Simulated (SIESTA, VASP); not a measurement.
An input for SIESTA (GGA PBEsol, numerical atomic orbitals DZP, PseudoDojo PBEsol standard norm-conserving potentials (rewritten from UPF to PSML)):

```
# files in the folder: Mg.psml Pt.psml (PseudoDojo PBEsol standard)
SystemName  MgPt7
SystemLabel siesta

NumberOfAtoms                8
NumberOfSpecies              2
%block ChemicalSpeciesLabel
  1 12 Mg
  2 78 Pt
%endblock ChemicalSpeciesLabel
LatticeConstant              1.0 Bohr
%block LatticeVectors
     0.000000000    7.438954133    7.438954133
     7.438954133    0.000000000    7.438954133
     7.438954133    7.438954133    0.000000000
%endblock LatticeVectors
AtomicCoordinatesFormat      Ang
%block AtomicCoordinatesAndAtomicSpecies
     0.000000000    0.000000000    0.000000000  1
     0.000000000    1.968262500    1.968262500  2
     1.968262500    3.936525000    1.968262500  2
     3.936525000    1.968262500    1.968262500  2
     1.968262500    0.000000000    1.968262500  2
     1.968262500    1.968262500    3.936525000  2
     1.968262500    1.968262500    0.000000000  2
     3.936525000    3.936525000    3.936525000  2
%endblock AtomicCoordinatesAndAtomicSpecies

XC.functional                GGA
XC.authors                   PBEsol
PAO.BasisSize                DZP
PAO.EnergyShift              0.01 Ry
MeshCutoff                   400 Ry
%block kgrid.MonkhorstPack
    6   0   0  0.0
    0   6   0  0.0
    0   0   6  0.0
%endblock kgrid.MonkhorstPack
OccupationFunction           MP
OccupationMPOrder            0
ElectronicTemperature        0.272 eV

MaxSCFIterations             150
SCF.Mixer.Method             Pulay
SCF.Mixer.Weight             0.2
SCF.Mixer.History            8
SCF.DM.Tolerance             1.0E-04
Diag.ParallelOverK           true
WriteForces                  true
```

Translate it to VASP.

One set of files that does it:

File POSCAR:
```
MgPt7
1
    0.0000000000     3.9365250000     3.9365250000
    3.9365250000     0.0000000000     3.9365250000
    3.9365250000     3.9365250000     0.0000000000
Mg Pt
1 7
Direct
  0.0000000000   0.0000000000   0.0000000000
  0.5000000000   0.0000000000   0.0000000000
  0.5000000000   0.0000000000   0.5000000000
  0.0000000000   0.5000000000   0.5000000000
  0.0000000000   0.5000000000   0.0000000000
  0.5000000000   0.5000000000   0.0000000000
  0.0000000000   0.0000000000   0.5000000000
  0.5000000000   0.5000000000   0.5000000000
```

File KPOINTS:
```
Automatic mesh
0
Gamma
6 6 6
0 0 0
```

### INCAR
```
LMAXMIX=6   ! l cut-off of mixed one-centre charges
EDIFF=1E-6   ! SCF stop (eV)
ALGO=Normal   ! blocked Davidson
NELM=100
LCHARG=F
SIGMA=0.272   ! width (eV)
PREC=Accurate
ENCUT=300
LWAVE=F
GGA=PS   ! PBEsol
ISIF=2
LASPH=T   ! aspherical one-centre terms
LREAL=F   ! projection in real space or not
ISMEAR=0   ! Gaussian
SYSTEM=MgPt7
```

POTCAR, in this order: Mg Pt (PBE.64 set). Program: vasp_std.

Both inputs were run and reached self-consistency, which says nothing on mesh or cut-off. Potentials, basis and cut-offs are each code's own, so they don't translate, and total energies aren't comparable.

The structure comes from a computed database's MgPt7 entry (Fm-3m); how it stands against other phases isn't given here. The cell was not relaxed at this level, and it may have been scaled.
